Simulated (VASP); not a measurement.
These are vdW-DF-cx, VASP's PBE PAW potentials (set 64) (plane waves; VASP 6.6.1) values and carry that method's errors.

Input for VASP

File KPOINTS:
```
Automatic mesh
0
Gamma
15 15 8
0 0 0
```

**POSCAR**
```
Hf
5.0015310
  0.3161933140  -0.5476628774   0.0000000000
  0.3161933140   0.5476628774   0.0000000000
  0.0000000000   0.0000000000   1.0000000690
Hf
2
Cart
  0.3161933140   0.1825546576   0.2500000173
  0.3161933140  -0.1825546576   0.7500000518
```

### INCAR
```
GGA = CX
LWAVE = .False.
SYSTEM = Hf
LMAXMIX = 6   # l cut-off of mixed one-centre charges
AGGAC = 0.0
PREC = Accurate
NELM = 100   # most electronic steps
LUSE_VDW = .True.
ISMEAR = -5
LORBIT = 11   # lm-projected
LREAL = .False.   # projection in real space or not
EDIFF = 1E-7
LASPH = .True.   # aspherical one-centre terms
ALGO = Normal
ENCUT = 520   # plane-wave cut-off (eV)
LCHARG = .True.
NEDOS = 601   # DOS grid
ISIF = 2   # forces and stress, cell fixed
```

POTCAR, in this order: Hf_pv (PBE.64 set). Program: vasp_std.

Output of the run:

**OUTCAR**
```
 ion  position               nearest neighbor table
   1  0.333  0.667  0.250-   2 3.10   2 3.10   2 3.10   2 3.10   2 3.10   2 3.10
   2  0.667  0.333  0.750-   1 3.10   1 3.10   1 3.10   1 3.10   1 3.10   1 3.10
  LATTYP: Found a hexagonal cell.
 ALAT       =     3.1629012918
 C/A-ratio  =     1.5813112342
 Subroutine PRICEL returns:
 Original cell was already a primitive cell.
 Subroutine GETGRP returns: Found 24 space group operations
The static configuration has the point symmetry D_3d.
 The point group associated with its full space group is D_6h.
The dynamic configuration has the point symmetry D_3d.
 Subroutine INISYM returns: Found 24 space group operations
 Subroutine IBZKPT returns following result:
 Found    135 irreducible k-points:

 Following reciprocal coordinates:
            Coordinates               Weight
  0.000000  0.000000  0.000000      1.000000
  0.066667  0.000000  0.000000      6.000000
  0.133333  0.000000  0.000000      6.000000
  0.200000  0.000000  0.000000      6.000000
  0.266667  0.000000  0.000000      6.000000
  0.333333  0.000000  0.000000      6.000000
  0.400000  0.000000  0.000000      6.000000
  0.466667  0.000000  0.000000      6.000000
  0.066667  0.066667  0.000000      6.000000
  0.133333  0.066667  0.000000     12.000000
  0.200000  0.066667  0.000000     12.000000
  0.266667  0.066667  0.000000     12.000000
  0.333333  0.066667  0.000000     12.000000
  0.400000  0.066667  0.000000     12.000000
  0.466667  0.066667  0.000000      6.000000
  0.133333  0.133333  0.000000      6.000000
  0.200000  0.133333  0.000000     12.000000
  0.266667  0.133333  0.000000     12.000000
  0.333333  0.133333  0.000000     12.000000
  0.400000  0.133333  0.000000     12.000000
  0.200000  0.200000  0.000000      6.000000
  0.266667  0.200000  0.000000     12.000000
...
```

### OSZICAR
```
       N       E                     dE             d eps       ncg     rms          rms(c)
DAV:   1     0.523054678277E+02    0.52305E+02   -0.11891E+04  3804   0.137E+03
DAV:   2    -0.142326847902E+02   -0.66538E+02   -0.65533E+02  4674   0.270E+02
DAV:   3    -0.162632488302E+02   -0.20306E+01   -0.20066E+01  5166   0.307E+01
DAV:   4    -0.162800681839E+02   -0.16819E-01   -0.16791E-01  4350   0.355E+00
DAV:   5    -0.162803155982E+02   -0.24741E-03   -0.24748E-03  5130   0.348E-01    0.666E+01
DAV:   6    -0.157858027401E+02    0.49451E+00   -0.45876E-01  4008   0.524E+00    0.395E+01
DAV:   7    -0.156088434784E+02    0.17696E+00   -0.77827E-01  4016   0.656E+00    0.201E+00
DAV:   8    -0.155998001620E+02    0.90433E-02   -0.52855E-02  4206   0.178E+00    0.344E-01
DAV:   9    -0.155998838118E+02   -0.83650E-04   -0.10857E-03  5238   0.265E-01    0.210E-01
DAV:  10    -0.155998776569E+02    0.61548E-05   -0.63007E-05  4340   0.646E-02    0.318E-01
DAV:  11    -0.155998766205E+02    0.10365E-05   -0.84711E-06  4896   0.226E-02    0.214E-02
DAV:  12    -0.155998767375E+02   -0.11706E-06   -0.70494E-07  4768   0.655E-03    0.934E-03
DAV:  13    -0.155998766735E+02    0.63981E-07   -0.29851E-08  2946   0.153E-03
   1 F= -.15599877E+02 E0= -.15599877E+02  d E =0.000000E+00
```

File OUTCAR:
```
------------------------ aborting loop because EDIFF is reached ----------------------------------------
  FORCE on cell =-STRESS in cart. coord.  units (eV):
  Direction    XX          YY          ZZ          XY          YZ          ZX
  --------------------------------------------------------------------------------------
  Total       -0.0446466     -0.0446466     -0.0110977      0.0000000     -0.0000000      0.0000000
  in kB       -1.6507974     -1.6507974     -0.4103349      0.0000000     -0.0000000      0.0000000
  external PRESSURE =      -1.2373099 kB  Pullay stress =       0.0000000 kB
  volume of cell :       43.33
      direct lattice vectors                 reciprocal lattice vectors
     1.581450662 -2.739152859  0.000000000     0.316165412 -0.182538188  0.000000000
     1.581450662  2.739152859  0.000000000     0.316165412  0.182538188  0.000000000
     0.000000000  0.000000000  5.001531345     0.000000000  0.000000000  0.199938765
 POSITION                                       TOTAL-FORCE (eV/Angst)
 -----------------------------------------------------------------------------------
      1.58145      0.91305      1.25038         0.000000     -0.000000      0.000000
      1.58145     -0.91305      3.75115         0.000000      0.000000      0.000000
 -----------------------------------------------------------------------------------
    total drift:                                0.000000      0.000178     -0.000015
  FREE ENERGIE OF THE ION-ELECTRON SYSTEM (eV)
  ---------------------------------------------------
  free  energy   TOTEN  =       -15.5998766735 eV

  energy  without entropy=      -15.5998766735  energy(sigma->0) =      -15.59987667

 total charge

# of ion       s       p       d       tot
------------------------------------------
    1        0.399   6.399   1.594   8.393
    2        0.399   6.399   1.594   8.393
--------------------------------------------------
tot          0.799  12.799   3.188  16.786
```
(Selected blocks of OUTCAR.)

For a metal the tetrahedron method with Blöchl corrections gives inexact stress and forces.

The compound is Hf in the hcp structure. It was relaxed first.
